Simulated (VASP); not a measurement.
These are r2SCAN meta-GGA, VASP's PBE PAW potentials (set 64) (plane waves; VASP 6.6.1) values and carry that method's errors.

VASP ran on this input.

### POSCAR
```
In
1.0
 -1.6184183900   1.6184183900   2.5045739844
  1.6184183900  -1.6184183900   2.5045739844
  1.6184183900   1.6184183900  -2.5045739844
In
1
Cartesian
  3.2368367800   0.0000000000   0.0000000000
```

### KPOINTS
```
Automatic mesh
0
Gamma
14 14 14
0 0 0
```

**INCAR**
```
SYSTEM=In
PREC=Accurate; ENCUT=480; LREAL=.FALSE.
LASPH=.TRUE.
EDIFF=1E-7; NELM=100; ALGO=Normal
LMAXMIX=4; LMIXTAU=.TRUE.
ISMEAR=1; SIGMA=0.1
METAGGA=R2SCAN
ISIF=2
LWAVE=.FALSE.; LCHARG=.FALSE.
```

POTCAR, in this order: In_d (PBE.64 set). Program: vasp_std.

The resulting files:

### OUTCAR
```
 ion  position               nearest neighbor table
   1  0.000  0.000  0.000-
  LATTYP: Found a body centered tetragonal cell.
 ALAT       =     3.2368367800
 C/A-ratio  =     1.5475441949
 Subroutine PRICEL returns:
 Original cell was already a primitive cell.
 Subroutine GETGRP returns: Found 16 space group operations
The static configuration has the point symmetry D_4h.
The dynamic configuration has the point symmetry D_4h.
 Subroutine INISYM returns: Found 16 space group operations
 Subroutine IBZKPT returns following result:
 Found    244 irreducible k-points:

 Following reciprocal coordinates:
            Coordinates               Weight
  0.000000  0.000000  0.000000      1.000000
  0.071429  0.000000  0.000000      8.000000
  0.142857 -0.000000  0.000000      8.000000
  0.214286  0.000000  0.000000      8.000000
  0.285714  0.000000 -0.000000      8.000000
  0.357143  0.000000  0.000000      8.000000
  0.428571  0.000000  0.000000      8.000000
  0.500000  0.000000 -0.000000      4.000000
  0.071429  0.071429  0.000000      8.000000
...
```

OSZICAR:
```
       N       E                     dE             d eps       ncg     rms          rms(c)
DAV:   1     0.488580640599E+02    0.48858E+02   -0.63292E+03  4934   0.158E+03
DAV:   2    -0.222334435956E+02   -0.71092E+02   -0.70187E+02  4956   0.288E+02
DAV:   3    -0.250047001871E+02   -0.27713E+01   -0.27528E+01  5710   0.662E+01
DAV:   4    -0.250700130858E+02   -0.65313E-01   -0.65273E-01  6466   0.102E+01
DAV:   5    -0.250727470986E+02   -0.27340E-02   -0.27339E-02  6200   0.160E+00    0.360E+00
DAV:   6    -0.224362133094E+02    0.26365E+01   -0.15864E+00  5450   0.318E+01    0.142E+00
DAV:   7    -0.225529008852E+02   -0.11669E+00   -0.17570E-01  5058   0.899E+00    0.121E+00
DAV:   8    -0.225327939538E+02    0.20107E-01   -0.10780E-01  4958   0.332E+00    0.264E-01
DAV:   9    -0.225750767600E+02   -0.42283E-01   -0.39631E-02  4946   0.204E+00    0.206E-01
DAV:  10    -0.225712979632E+02    0.37788E-02   -0.26007E-03  5452   0.780E-01    0.125E-01
DAV:  11    -0.225751140546E+02   -0.38161E-02   -0.32529E-03  4992   0.832E-01    0.159E-01
DAV:  12    -0.225759014807E+02   -0.78743E-03   -0.76591E-04  5438   0.493E-01    0.220E-02
DAV:  13    -0.225761129745E+02   -0.21149E-03   -0.21874E-04  5098   0.202E-01    0.182E-02
DAV:  14    -0.225761115123E+02    0.14622E-05   -0.14544E-05  6036   0.469E-02    0.385E-02
DAV:  15    -0.225761098702E+02    0.16421E-05   -0.40462E-06  5088   0.247E-02    0.300E-02
DAV:  16    -0.225761209735E+02   -0.11103E-04   -0.57657E-06  5000   0.250E-02    0.147E-02
DAV:  17    -0.225761221626E+02   -0.11892E-05   -0.59480E-07  5400   0.829E-03    0.101E-02
DAV:  18    -0.225761220170E+02    0.14560E-06   -0.33160E-08  2976   0.258E-03    0.991E-03
DAV:  19    -0.225761222878E+02   -0.27075E-06   -0.96802E-08  3876   0.426E-03    0.681E-03
DAV:  20    -0.225761221475E+02    0.14025E-06   -0.21871E-07  5168   0.781E-03    0.171E-03
DAV:  21    -0.225761221500E+02   -0.24338E-08   -0.68553E-09  2594   0.973E-04
   1 F= -.22576122E+02 E0= -.22576111E+02  d E =-.347530E-04
```

### OUTCAR
```
------------------------ aborting loop because EDIFF is reached ----------------------------------------
  FORCE on cell =-STRESS in cart. coord.  units (eV):
  Direction    XX          YY          ZZ          XY          YZ          ZX
  --------------------------------------------------------------------------------------
  Total        0.0118079      0.0118079      0.0072352      0.0000000     -0.0000000      0.0000000
  in kB        0.7209526      0.7209526      0.4417604      0.0000000     -0.0000000      0.0000000
  external PRESSURE =       0.6278885 kB  Pullay stress =       0.0000000 kB
  volume of cell :       26.24
      direct lattice vectors                 reciprocal lattice vectors
    -1.618418390  1.618418390  2.504573984     0.000000000  0.308943598  0.199634750
     1.618418390 -1.618418390  2.504573984     0.308943598  0.000000000  0.199634750
     1.618418390  1.618418390 -2.504573984     0.308943598  0.308943598  0.000000000
 POSITION                                       TOTAL-FORCE (eV/Angst)
 -----------------------------------------------------------------------------------
      0.00000      0.00000      0.00000         0.000000      0.000000      0.000000
 -----------------------------------------------------------------------------------
    total drift:                                0.000000      0.000000     -0.000000
  FREE ENERGIE OF THE ION-ELECTRON SYSTEM (eV)
  ---------------------------------------------------
  free  energy   TOTEN  =       -22.5761221500 eV

  energy  without entropy=      -22.5760873970  energy(sigma->0) =      -22.57611057
```
(Selected blocks of OUTCAR.)

File OUTCAR:
```
 val. band max:        7.4893412682   @ k =   0.2857   0.1429   0.0714

 cond. band min:       7.4975244075   @ k =  -0.2857   0.4286   0.0714


 Fermi energy:         7.4962037580

 k-point     1 :       0.0000    0.0000    0.0000
  band No.  band energies     occupation
      1      -7.8705      2.00000
      2      -7.7342      2.00000
      3      -7.7342      2.00000
      4      -7.6772      2.00000
      5      -7.5340      2.00000
      6      -2.5647      2.00000
      7      18.5764      0.00000
      8      18.5764      0.00000
      9      18.8258      0.00000
     10      19.6664      0.00000

 k-point     2 :       0.0714    0.0000    0.0000
  band No.  band energies     occupation
      1      -7.8612      2.00000
      2      -7.7357      2.00000
      3      -7.7260      2.00000
      4      -7.6747      2.00000
      5      -7.5379      2.00000
      6      -2.4470      2.00000
      7      17.1473      0.00000
      8      18.4022      0.00000
      9      18.4351      0.00000
     10      19.4831      0.00000

 k-point     3 :       0.1429   -0.0000    0.0000
  band No.  band energies     occupation
      1      -7.8413      2.00000
      2      -7.7447      2.00000
      3      -7.7055      2.00000
      4      -7.6580      2.00000
      5      -7.5463      2.00000
      6      -2.0908      2.00000
      7      14.5968      0.00000
      8      17.6569      0.00000
      9      18.1265      0.00000
     10      19.4440      0.00000

 k-point     4 :       0.2143    0.0000    0.0000
  band No.  band energies     occupation
      1      -7.8280      2.00000
      2      -7.7650      2.00000
      3      -7.6865      2.00000
      4      -7.6134      2.00000
      5      -7.5473      2.00000
      6      -1.4901      2.00000
      7      12.0292      0.00000
      8      16.8689      0.00000
      9      17.8118      0.00000
     10      19.4316      0.00000

 k-point     5 :       0.2857    0.0000   -0.0000
...
```

Unless said otherwise, spin-orbit coupling is left out, though it shifts the bands of the heavy elements here.

The compound is In in the bct structure. It was relaxed first.
